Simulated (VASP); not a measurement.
Crystal: TeRu.

```
Ru Te
1.0
     0.00000    3.11393    3.11393
     3.11393    0.00000    3.11393
     3.11393    3.11393    0.00000
Ru Te
1 1
Direct
  0.00000 0.00000 0.00000
  0.25000 0.25000 0.25000
```

The cell comes from a database or a generator and needn't be the stable form of this composition.

Base run:

| Property | Result |
| --- | --- |
| Program | VASP 6.6.1 |
| Functional | PBEsol |
| Potentials or basis | VASP PAW PBE potentials, release 64 (Ru_pv, Te) |
| Cutoff | 520 eV |
| k mesh | 5 × 5 × 5 |
| Occupations | gaussian, width 0.05 eV |
| Spin | collinear spin, random start |
| Starting moments | [-0.57, 0.0] μB |
| Hubbard terms | Ru d U = 6 eV |

Its results: band gap on the k mesh none (metal or under the smearing width); pressure -0.5 GPa.

Question: The run is repeated on the same cell with these changes: spin from collinear spin, random start to no spin polarisation; further incar settings from ALGO = Fast; EDIFF = 1e-06 to ALGO = Fast; EDIFF = 1e-07. What comes out?

Answer: Band gap on the k mesh none (metal or under the smearing width); pressure -11.8 GPa.

Caveats: the PAW data sets were made with another functional, which shifts forces and pressure a little; the U is typed as a test and isn't derived for this compound; U without spin polarisation on a metal has little footing (some runs).
